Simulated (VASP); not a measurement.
# Fe3PO7 (Grattarolaite): structure and properties in VASP, part 4 of 8

How well does PBEsol + U reproduce what experiment finds for Fe3PO7 (Grattarolaite)? The cell is relaxed first, and properties follow on it. The start is a cell from a database of measured crystal structures.

VASP 6.6.1; PBEsol, DFT+U (Fe d 4 eV), spin-polarised from a ferromagnetic start; plane waves and PAW (Fe, P, O).

Still holding for the runs below: The magnetic state follows from one typed start and may not be the lowest. Experiment finds antiferromagnetic order in this phase (below 164 K, arxiv:1707.07433), so this ferromagnetic run describes another state.

So far, gap on the k-mesh (eV): step 2 (full relaxation (PBEsol + U)) 1.79. The relaxed cell has a = 8.026, c = 6.885 Å (conventional setting).

**4. Band structure (PBEsol + U)**

The mesh alone shows little of the dispersion and can miss band extrema, so KPOINTS_OPT adds a path through the symmetry points after the self-consistent cycle.

INCAR

```
SYSTEM = Fe3PO7
PREC = Accurate
ENCUT = 520
EDIFF = 1E-06
NELM = 100
ISMEAR = 0
SIGMA = 0.05
LREAL = .FALSE.
ALGO = Normal
GGA = PS
NBANDS = 76
ISPIN = 2
MAGMOM = 4.325 4.325 4.325 0.031 0.158 0.359 0.359 0.359 0.122 0.122 0.122
LDAU = .TRUE.
LDAUTYPE = 2
LDAUL = 2 -1 -1
LDAUU = 4 0 0
LDAUJ = 0 0 0
LDAUPRINT = 1
LASPH = .TRUE.
LMAXMIX = 4
LORBIT = 11
LWAVE = .FALSE.
LCHARG = .FALSE.
KPAR = 8
```

POSCAR

```
Fe3PO7
1.0
    4.0131358779      2.3169850794      2.2950053484
   -4.0131358779      2.3169850794      2.2950053484
    0.0000000000     -4.6339701588      2.2950053484
Fe P O
3 1 7
Direct
    0.5397198143      0.1503095739      0.5397198143
    0.5397198143      0.5397198143      0.1503095739
    0.1503095739      0.5397198143      0.5397198143
    0.0000821785      0.0000821785      0.0000821785
    0.2305545627      0.2305545627      0.2305545627
    0.3878148672      0.7673479303      0.3878148672
    0.3878148672      0.3878148672      0.7673479303
    0.7673479303      0.3878148672      0.3878148672
    0.8308162105      0.1472039706      0.8308162105
    0.8308162105      0.8308162105      0.1472039706
    0.1472039706      0.8308162105      0.8308162105
```

KPOINTS

```
Automatic mesh
0
Gamma
5 5 5
0 0 0
```

KPOINTS_OPT

```
Line mode
12
Line-mode
Reciprocal
  0.00000000   0.00000000   0.00000000 GAMMA
  0.41509311  -0.58490689   0.41509311 P

  0.41509311  -0.58490689   0.41509311 P
  0.50000000  -0.50000000   0.50000000 Z

  0.50000000  -0.50000000   0.50000000 Z
  0.33018622   0.33018622   0.33018622 Q

  0.33018622   0.33018622   0.33018622 Q
  0.00000000   0.00000000   0.00000000 GAMMA

  0.00000000   0.00000000   0.00000000 GAMMA
  0.50000000  -0.50000000   0.00000000 F

  0.50000000  -0.50000000   0.00000000 F
  0.58490689  -0.41509311  -0.41509311 P1

  0.58490689  -0.41509311  -0.41509311 P1
  0.66981378  -0.33018622  -0.33018622 Q1

  0.66981378  -0.33018622  -0.33018622 Q1
  0.50000000   0.00000000   0.00000000 L

  0.50000000   0.00000000   0.00000000 L
  0.50000000  -0.50000000   0.50000000 Z
```

Potentials, in the order of the species: Fe, P and O (PBE family, release 64).

Command:

```sh
mpirun -np 8 vasp_std
```

Output:

```text
[banner, memory and clock lines left out]
running    8 mpi-ranks, on    1 nodes
 distrk:  each k-point on    1 cores,    8 groups
 distr:  one band on    1 cores,    1 groups

 POSCAR found type information on POSCAR FeP O
 POSCAR found :  3 types and      11 ions
 [... a notice as in an earlier step ...]

 [... a notice as in an earlier step ...]

 LDA part: xc-table for (Slater+PW92), standard interpolation
 POSCAR, INCAR and KPOINTS ok, starting setup
 FFT: planning ... GRIDC
 FFT: planning ... GRID_SOFT
 FFT: planning ... GRID
 WAVECAR not read
 entering main loop
       N       E                     dE             d eps       ncg     rms          rms(c)
DAV:   1     0.777390759942E+03    0.77739E+03   -0.29136E+04  5776   0.100E+03
DAV:   2     0.170281208484E+02   -0.76036E+03   -0.65586E+03  5976   0.301E+02
DAV:   3    -0.980260371918E+02   -0.11505E+03   -0.10809E+03  6396   0.128E+02
DAV:   4    -0.102271378939E+03   -0.42453E+01   -0.42135E+01  6768   0.266E+01
DAV:   5    -0.102333389940E+03   -0.62011E-01   -0.61988E-01  6528   0.335E+00    0.490E+01
DAV:   6    -0.802036832538E+02    0.22130E+02   -0.50803E+01  8420   0.770E+01    0.678E+01
DAV:   7    -0.810064231111E+02   -0.80274E+00   -0.10720E+01  7048   0.227E+01    0.336E+01
DAV:   8    -0.807176104552E+02    0.28881E+00   -0.11961E+00  8692   0.741E+00    0.213E+01
DAV:   9    -0.805821765680E+02    0.13543E+00   -0.22007E-01  8212   0.686E+00    0.610E+00
DAV:  10    -0.806131264336E+02   -0.30950E-01   -0.71875E-02  6420   0.355E+00    0.752E-01
DAV:  11    -0.806100484212E+02    0.30780E-02   -0.16223E-02  8100   0.140E+00    0.340E-01
DAV:  12    -0.806104463453E+02   -0.39792E-03   -0.48541E-03  6636   0.277E-01    0.154E-01
DAV:  13    -0.806105910806E+02   -0.14474E-03   -0.30684E-04  6916   0.896E-02    0.848E-02
DAV:  14    -0.806106404362E+02   -0.49356E-04   -0.43964E-05  6732   0.502E-02    0.480E-02
DAV:  15    -0.806106601142E+02   -0.19678E-04   -0.20704E-05  7348   0.413E-02    0.137E-02
DAV:  16    -0.806106617551E+02   -0.16410E-05   -0.64337E-06  6800   0.188E-02    0.911E-03
DAV:  17    -0.806106615154E+02    0.23975E-06   -0.14593E-06  5584   0.105E-02
   1 F= -.80610662E+02 E0= -.80610662E+02  d E =-.463909E-23  mag=    15.0000
 Start KPOINTS_OPT (optional k-point list driver)
k-point batch [1-19\108]
       N       E                     dE             ncg
DAV:   1     0.852026963591E+04   -0.19463E+05     5776
DAV:   2    -0.401368874063E+04   -0.12534E+05     5888
DAV:   3    -0.585621963871E+04   -0.18425E+04     6468
DAV:   4    -0.593392980102E+04   -0.77710E+02     6692
DAV:   5    -0.593481986603E+04   -0.89007E+00     6504
DAV:   6    -0.593483974883E+04   -0.19883E-01     6724
DAV:   7    -0.593484045471E+04   -0.70588E-03     6688
DAV:   8    -0.593484048619E+04   -0.31482E-04     6224
DAV:   9    -0.593484048775E+04   -0.15578E-05     4996
DAV:  10    -0.593484048790E+04   -0.14968E-06     3884
[...]
k-point batch [96-108\108]
       N       E                     dE             ncg
DAV:   1     0.149910239069E+05   -0.16542E+05     3952
DAV:   2     0.637606416009E+04   -0.86150E+04     4032
DAV:   3     0.511722821759E+04   -0.12588E+04     4396
DAV:   4     0.506411245735E+04   -0.53116E+02     4608
DAV:   5     0.506350716379E+04   -0.60529E+00     4436
DAV:   6     0.506349359400E+04   -0.13570E-01     4580
DAV:   7     0.506349311264E+04   -0.48136E-03     4524
DAV:   8     0.506349309114E+04   -0.21507E-04     4264
DAV:   9     0.506349309005E+04   -0.10891E-05     3404
DAV:  10     0.506349308994E+04   -0.10453E-06     2752
```

The job ended after 3.7 min (8 MPI ranks of Intel Xeon Platinum 8259CL at 2.50GHz (Skylake/Cascade Lake), shared host; peak memory 5.2 GiB; 29 min of CPU time).

From OUTCAR (step 4):

```text
The static configuration has the point symmetry C_3v.

 Found     19 irreducible k-points:

   k-points           NKPTS =     19   k-points in BZ     NKDIM =     19   number of bands    NBANDS=     76

   NELECT =      71.0000    total number of electrons

atom =   1  type =  1  l = 2

 onsite density matrix

spin component  1

spin component  2

 occupancies and eigenvectors

  o =  0.0711  v =  0.0000  0.0000  0.0000  0.0000  0.0000  0.3081  0.6821  0.0000  0.3938  0.5336      0.0000  0.0000  0.0000  0.0000  0.0000  0.0000  0.0000  0.0000  0.0000  0.0000
  o =  0.0920  v =  0.0000  0.0000  0.0000  0.0000  0.0000 -0.5520  0.1029 -0.7426 -0.1782  0.3187      0.0000  0.0000  0.0000  0.0000  0.0000  0.0000  0.0000  0.0000  0.0000  0.0000
  o =  0.1815  v =  0.0000  0.0000  0.0000  0.0000  0.0000 -0.6328  0.0723  0.6672 -0.1253  0.3653      0.0000  0.0000  0.0000  0.0000  0.0000  0.0000  0.0000  0.0000  0.0000  0.0000
  o =  0.2152  v =  0.0000  0.0000  0.0000  0.0000  0.0000 -0.3938  0.5336  0.0000  0.3081 -0.6821      0.0000  0.0000  0.0000  0.0000  0.0000  0.0000  0.0000  0.0000  0.0000  0.0000
  o =  0.2485  v =  0.0000  0.0000  0.0000  0.0000  0.0000  0.2120  0.4839  0.0582 -0.8382 -0.1224      0.0000  0.0000  0.0000  0.0000  0.0000  0.0000  0.0000  0.0000  0.0000  0.0000
  o =  0.9795  v = -0.3109 -0.6782 -0.0000 -0.3916 -0.5385  0.0000  0.0000  0.0000  0.0000  0.0000      0.0000  0.0000  0.0000  0.0000  0.0000  0.0000  0.0000  0.0000  0.0000  0.0000
  o =  0.9833  v = -0.5982  0.1195 -0.6825 -0.2069  0.3454  0.0000  0.0000  0.0000  0.0000  0.0000      0.0000  0.0000  0.0000  0.0000  0.0000  0.0000  0.0000  0.0000  0.0000  0.0000
  o =  1.0076  v =  0.5441 -0.1346 -0.7300  0.2331 -0.3141  0.0000  0.0000  0.0000  0.0000  0.0000      0.0000  0.0000  0.0000  0.0000  0.0000  0.0000  0.0000  0.0000  0.0000  0.0000
  o =  1.0212  v =  0.3916 -0.5385 -0.0000 -0.3109  0.6782  0.0000  0.0000  0.0000  0.0000  0.0000      0.0000  0.0000  0.0000  0.0000  0.0000  0.0000  0.0000  0.0000  0.0000  0.0000
  o =  1.0550  v = -0.3101 -0.4665  0.0358  0.8080  0.1790  0.0000  0.0000  0.0000  0.0000  0.0000      0.0000  0.0000  0.0000  0.0000  0.0000  0.0000  0.0000  0.0000  0.0000  0.0000

atom =   2  type =  1  l = 2

 onsite density matrix

spin component  1

  1.0050 -0.0000 -0.0000 -0.0203  0.0000
 -0.0000  1.0474 -0.0024  0.0000 -0.0198
 -0.0000 -0.0024  0.9963  0.0000 -0.0121
 -0.0203  0.0000  0.0000  0.9956  0.0000
  0.0000 -0.0198 -0.0121  0.0000  1.0021

spin component  2

  0.1605 -0.0000  0.0000 -0.0699 -0.0000
 -0.0000  0.2404 -0.0174  0.0000 -0.0276
  0.0000 -0.0174  0.1324 -0.0000 -0.0414
 -0.0699  0.0000 -0.0000  0.1258  0.0000
 -0.0000 -0.0276 -0.0414  0.0000  0.1491

 occupancies and eigenvectors

  o =  0.0711  v =  0.0000  0.0000  0.0000  0.0000  0.0000  0.6161  0.0000 -0.0000  0.7876  0.0000      0.0000  0.0000  0.0000  0.0000  0.0000  0.0000  0.0000  0.0000  0.0000  0.0000
  o =  0.0920  v =  0.0000  0.0000  0.0000  0.0000  0.0000  0.0000 -0.2058 -0.7426  0.0000 -0.6374      0.0000  0.0000  0.0000  0.0000  0.0000  0.0000  0.0000  0.0000  0.0000  0.0000
  o =  0.1815  v =  0.0000  0.0000  0.0000  0.0000  0.0000  0.0000 -0.1447  0.6672  0.0000 -0.7307      0.0000  0.0000  0.0000  0.0000  0.0000  0.0000  0.0000  0.0000  0.0000  0.0000
  o =  0.2152  v =  0.0000  0.0000  0.0000  0.0000  0.0000 -0.7876  0.0000 -0.0000  0.6161  0.0000      0.0000  0.0000  0.0000  0.0000  0.0000  0.0000  0.0000  0.0000  0.0000  0.0000
  o =  0.2485  v =  0.0000  0.0000  0.0000  0.0000  0.0000  0.0000 -0.9678  0.0582 -0.0000  0.2448      0.0000  0.0000  0.0000  0.0000  0.0000  0.0000  0.0000  0.0000  0.0000  0.0000
  o =  0.9795  v =  0.6219  0.0000  0.0000  0.7831 -0.0000  0.0000  0.0000  0.0000  0.0000  0.0000      0.0000  0.0000  0.0000  0.0000  0.0000  0.0000  0.0000  0.0000  0.0000  0.0000
  o =  0.9833  v =  0.0000 -0.2389 -0.6825  0.0000 -0.6907  0.0000  0.0000  0.0000  0.0000  0.0000      0.0000  0.0000  0.0000  0.0000  0.0000  0.0000  0.0000  0.0000  0.0000  0.0000
  o =  1.0076  v =  0.0000  0.2692 -0.7300  0.0000  0.6282  0.0000  0.0000  0.0000  0.0000  0.0000      0.0000  0.0000  0.0000  0.0000  0.0000  0.0000  0.0000  0.0000  0.0000  0.0000
  o =  1.0212  v = -0.7831  0.0000  0.0000  0.6219 -0.0000  0.0000  0.0000  0.0000  0.0000  0.0000      0.0000  0.0000  0.0000  0.0000  0.0000  0.0000  0.0000  0.0000  0.0000  0.0000
  o =  1.0550  v =  0.0000  0.9330  0.0358 -0.0000 -0.3581  0.0000  0.0000  0.0000  0.0000  0.0000      0.0000  0.0000  0.0000  0.0000  0.0000  0.0000  0.0000  0.0000  0.0000  0.0000

atom =   3  type =  1  l = 2

 onsite density matrix

spin component  1

spin component  2

 occupancies and eigenvectors

  o =  0.0711  v =  0.0000  0.0000  0.0000  0.0000  0.0000 -0.3081  0.6821  0.0000 -0.3938  0.5336      0.0000  0.0000  0.0000  0.0000  0.0000  0.0000  0.0000  0.0000  0.0000  0.0000
  o =  0.0920  v =  0.0000  0.0000  0.0000  0.0000  0.0000  0.5520  0.1029 -0.7426  0.1782  0.3187      0.0000  0.0000  0.0000  0.0000  0.0000  0.0000  0.0000  0.0000  0.0000  0.0000
  o =  0.1815  v =  0.0000  0.0000  0.0000  0.0000  0.0000  0.6328  0.0723  0.6672  0.1253  0.3653      0.0000  0.0000  0.0000  0.0000  0.0000  0.0000  0.0000  0.0000  0.0000  0.0000
  o =  0.2152  v =  0.0000  0.0000  0.0000  0.0000  0.0000  0.3938  0.5336  0.0000 -0.3081 -0.6821      0.0000  0.0000  0.0000  0.0000  0.0000  0.0000  0.0000  0.0000  0.0000  0.0000
  o =  0.2485  v =  0.0000  0.0000  0.0000  0.0000  0.0000 -0.2120  0.4839  0.0582  0.8382 -0.1224      0.0000  0.0000  0.0000  0.0000  0.0000  0.0000  0.0000  0.0000  0.0000  0.0000
  o =  0.9795  v =  0.3109 -0.6782 -0.0000  0.3916 -0.5385  0.0000  0.0000  0.0000  0.0000  0.0000      0.0000  0.0000  0.0000  0.0000  0.0000  0.0000  0.0000  0.0000  0.0000  0.0000
  o =  0.9833  v = -0.5982 -0.1195  0.6825 -0.2069 -0.3454  0.0000  0.0000  0.0000  0.0000  0.0000      0.0000  0.0000  0.0000  0.0000  0.0000  0.0000  0.0000  0.0000  0.0000  0.0000
  o =  1.0076  v =  0.5441  0.1346  0.7300  0.2331  0.3141  0.0000  0.0000  0.0000  0.0000  0.0000      0.0000  0.0000  0.0000  0.0000  0.0000  0.0000  0.0000  0.0000  0.0000  0.0000
  o =  1.0212  v =  0.3916  0.5385  0.0000 -0.3109 -0.6782  0.0000  0.0000  0.0000  0.0000  0.0000      0.0000  0.0000  0.0000  0.0000  0.0000  0.0000  0.0000  0.0000  0.0000  0.0000
  o =  1.0550  v = -0.3101  0.4665 -0.0358  0.8080 -0.1790  0.0000  0.0000  0.0000  0.0000  0.0000      0.0000  0.0000  0.0000  0.0000  0.0000  0.0000  0.0000  0.0000  0.0000  0.0000

 E-fermi :   2.2995

 k-point     2 :       0.2000    0.0000    0.0000
  band No.  band energies     occupation
    ...
     39       1.4269      1.00000
     40       1.4874      1.00000
     41       1.5120      1.00000
     42       1.8524      1.00000
     43       1.8674      1.00000
     44       7.0376      0.00000
     45      10.3770      0.00000
     46      10.8576      0.00000
     47      10.9608      0.00000
     48      11.9556      0.00000
    ...

 k-point     3 :       0.4000    0.0000    0.0000
  band No.  band energies     occupation
    ...
     39       1.2867      1.00000
     40       1.5158      1.00000
     41       1.5575      1.00000
     42       1.8879      1.00000
     43       1.9588      1.00000
     44       8.2327      0.00000
     45       9.5220      0.00000
     46      10.9127      0.00000
     47      11.2752      0.00000
     48      11.6920      0.00000
    ...

 spin component 2
 k-point     1 :       0.0000    0.0000    0.0000
  band No.  band energies     occupation
    ...
     24       0.6009      1.00000
     25       0.6009      1.00000
     26       1.1831      1.00000
     27       1.1936      1.00000
     28       1.1936      1.00000
     29       4.0179      0.00000
     30       4.0179      0.00000
     31       4.1405      0.00000
     32       4.2091      0.00000
     33       4.2904      0.00000
    ...

 k-point     2 :       0.2000    0.0000    0.0000
  band No.  band energies     occupation
    ...
     24       0.4746      1.00000
     25       0.5183      1.00000
     26       1.1386      1.00000
     27       1.2249      1.00000
     28       1.3446      1.00000
     29       3.9629      0.00000
     30       4.0142      0.00000
     31       4.1377      0.00000
     32       4.2406      0.00000
     33       4.3478      0.00000
    ...

  Total        0.0416771      0.0416771      0.0134018      0.0000000      0.0000000      0.0000000
  in kB        0.5215144      0.5215144      0.1676997      0.0000000      0.0000000      0.0000000
  external PRESSURE =       0.4035762 kB  Pullay stress =       0.0000000 kB

 POSITION                                       TOTAL-FORCE (eV/Angst)
 -----------------------------------------------------------------------------------
      1.56276     -0.90226      2.82228         0.005706     -0.003294      0.007614
      0.00000      1.80452      2.82228         0.000000      0.006589      0.007614
     -1.56276     -0.90226      2.82228        -0.005706     -0.003294      0.007614
      0.00000      0.00000      0.00057         0.000000     -0.000000      0.004002
      0.00000      0.00000      1.58737         0.000000     -0.000000      0.008335
     -1.52312      0.87937      3.54114        -0.002931      0.001692     -0.009509
      0.00000     -1.75874      3.54114         0.000000     -0.003384     -0.009509
      1.52312      0.87937      3.54114         0.002931      0.001692     -0.009509
      2.74343     -1.58392      4.15129        -0.006616      0.003820     -0.002218
      0.00000      3.16784      4.15129         0.000000     -0.007640     -0.002218
     -2.74343     -1.58392      4.15129         0.006616      0.003820     -0.002218
 -----------------------------------------------------------------------------------
    total drift:                                0.000000      0.000000      0.000628

  FREE ENERGIE OF THE ION-ELECTRON SYSTEM (eV)
  ---------------------------------------------------
  free  energy   TOTEN  =       -80.6106615154 eV

  energy  without entropy=      -80.6106615154  energy(sigma->0) =      -80.61066152

[... 17 parts as in an earlier step ...]

[... 5 further parts left out ...]
```

Numbers from this step:

```yaml
bands: 76
fermi_energy: 2.300 eV
pressure: 0.04036 GPa
least_gap_on_mesh_and_path: 1.723 eV
least_direct_gap_on_mesh_and_path: 1.900 eV
valence_top_at_k: 0.5, 0, 0
conduction_bottom_at_k: 0.5, -0.5, 0
least_direct_gap_at_k: 0.5, 0, 0
```

Spin up. Electronic bands along the path, in eV, zero at the valence-band top; v1 is the highest filled band, c1 the lowest empty one:

```tsv
point	v4	v3	v2	v1	c1	c2	c3	c4
Γ	-0.43	-0.34	-0.08	-0.08	4.50	8.61	8.81	8.81
0.45 of the way	-0.66	-0.54	-0.39	-0.17	5.75	8.38	8.90	9.02
P	-0.91	-0.56	-0.56	-0.27	7.66	7.66	8.27	8.66
0.55 of the way	-0.83	-0.58	-0.58	-0.22	7.50	7.50	8.54	8.78
Z	-0.82	-0.58	-0.58	-0.21	7.46	7.46	8.62	8.86
0.45 of the way	-0.61	-0.46	-0.40	-0.27	7.54	7.86	7.95	8.92
Q	-0.66	-0.39	-0.39	-0.37	7.81	8.02	8.02	8.26
0.45 of the way	-0.36	-0.36	-0.08	-0.08	6.11	8.38	8.51	8.51
Γ	-0.43	-0.34	-0.08	-0.08	4.50	8.61	8.81	8.81
0.45 of the way	-0.63	-0.50	-0.34	-0.17	5.44	8.37	8.93	9.16
F	-0.62	-0.48	-0.40	-0.33	7.51	7.80	8.36	8.90
0.45 of the way	-0.68	-0.49	-0.47	-0.35	7.62	7.74	8.40	8.63
P1	-0.91	-0.56	-0.56	-0.27	7.66	7.66	8.27	8.66
0.45 of the way	-0.83	-0.51	-0.51	-0.32	7.82	7.82	8.04	8.53
Q1	-0.66	-0.39	-0.39	-0.37	7.81	8.02	8.02	8.26
0.45 of the way	-0.44	-0.40	-0.19	-0.14	7.27	7.34	8.68	8.76
L	-0.47	-0.46	-0.10	0.00	6.83	6.96	8.91	9.35
0.55 of the way	-0.59	-0.50	-0.38	-0.22	7.26	7.61	8.32	8.95
Z	-0.82	-0.58	-0.58	-0.21	7.46	7.46	8.62	8.86
```

Of the projections kept (Fe, P, O), the largest for each band there; the rest of the weight can lie on other orbitals:

```tsv
point	v4	v3	v2	v1	c1	c2	c3	c4
Γ	O 0.92	O 0.72	O 0.71	O 0.71	O 0.53	O 0.54	Fe 0.43	Fe 0.43
P	O 0.85	O 0.84	O 0.84	O 0.67	Fe 0.55	Fe 0.55	O 0.55	O 0.47
Z	O 0.92	O 0.86	O 0.86	O 0.63	Fe 0.60	Fe 0.60	O 0.45	O 0.78
Q	O 0.78	O 0.72	O 0.72	O 0.79	O 0.51	O 0.49	O 0.49	O 0.64
Γ	O 0.92	O 0.72	O 0.71	O 0.71	O 0.53	O 0.54	Fe 0.43	Fe 0.43
F	O 0.74	O 0.81	O 0.74	O 0.67	O 0.57	O 0.60	O 0.51	Fe 0.47
```

Spin down. The electronic bands at the labelled points (eV, zero at the valence-band top; v1 is the highest filled band, c1 the lowest empty one):

```tsv
point	v4	v3	v2	v1	c1	c2	c3	c4
Γ	-1.40	-0.82	-0.81	-0.81	2.01	2.01	2.14	2.21
0.45 of the way	-1.39	-0.94	-0.88	-0.75	1.96	1.98	2.08	2.10
P	-1.38	-0.87	-0.87	-0.87	1.79	1.90	1.90	2.21
0.55 of the way	-1.34	-0.88	-0.88	-0.85	1.82	1.93	1.93	2.19
Z	-1.33	-0.88	-0.88	-0.85	1.83	1.94	1.94	2.19
0.45 of the way	-1.38	-1.06	-0.86	-0.85	1.81	2.07	2.07	2.21
Q	-1.53	-0.91	-0.75	-0.75	1.76	1.86	1.86	2.30
0.45 of the way	-1.62	-0.91	-0.55	-0.55	1.94	1.94	2.07	2.29
Γ	-1.40	-0.82	-0.81	-0.81	2.01	2.01	2.14	2.21
0.45 of the way	-1.43	-0.92	-0.90	-0.78	1.91	2.00	2.08	2.15
F	-1.26	-1.06	-0.94	-0.88	1.72	2.08	2.09	2.17
0.45 of the way	-1.31	-0.99	-0.87	-0.87	1.75	1.97	1.98	2.16
P1	-1.38	-0.87	-0.87	-0.87	1.79	1.90	1.90	2.21
0.45 of the way	-1.45	-0.89	-0.83	-0.83	1.76	1.87	1.87	2.25
Q1	-1.53	-0.91	-0.75	-0.75	1.76	1.86	1.86	2.30
0.45 of the way	-1.57	-0.96	-0.80	-0.55	1.86	1.90	1.99	2.18
L	-1.55	-0.97	-0.86	-0.45	1.90	1.95	2.12	2.27
0.55 of the way	-1.40	-1.02	-0.84	-0.79	1.91	1.98	2.08	2.19
Z	-1.33	-0.88	-0.88	-0.85	1.83	1.94	1.94	2.19
```

Of the projections kept (Fe, P, O), the largest for each band there; the rest of the weight can lie on other orbitals:

```tsv
point	v4	v3	v2	v1	c1	c2	c3	c4
Γ	O 0.84	O 0.76	O 0.91	O 0.91	Fe 0.97	Fe 0.97	Fe 0.86	Fe 0.92
P	O 0.86	O 0.88	O 0.82	O 0.82	Fe 0.96	Fe 0.98	Fe 0.98	Fe 0.93
Z	O 0.83	O 0.83	O 0.83	O 0.89	Fe 0.96	Fe 0.98	Fe 0.98	Fe 0.91
Q	O 0.86	O 0.85	O 0.86	O 0.86	Fe 0.97	Fe 0.98	Fe 0.98	Fe 0.95
Γ	O 0.84	O 0.76	O 0.91	O 0.91	Fe 0.97	Fe 0.97	Fe 0.86	Fe 0.92
F	O 0.82	O 0.84	O 0.89	O 0.85	Fe 0.97	Fe 0.90	Fe 0.95	Fe 0.95
```

The path lowers the gap by 0.07 eV against the mesh alone, so a band edge lies off the mesh.

Spin up: On this path the gap is indirect, 4.50 eV, with the valence top at L and the conduction bottom at Γ. The least direct gap is 4.58 eV. Spin down: On this path the gap is indirect, 2.17 eV, with the valence top at L and the conduction bottom at F. The least direct gap is 2.35 eV.

[end of part 4 of 8]

[Lines on the potential files, build, host, timing and source positions are cut from VASP's logs without a mark.]

[Logs are printed without paths, hosts, clocks, repeated set-up lines and the standing remarks that a program may print on its own settings, such as how far it seeks lower states.]

[Hosts, paths, dates, database ids (printed as entryN), source tags and the programs' standing remarks are cut or masked in the printed files.]

[A measured line is paired with the nearest computed mode of its activity, which favours agreement.]
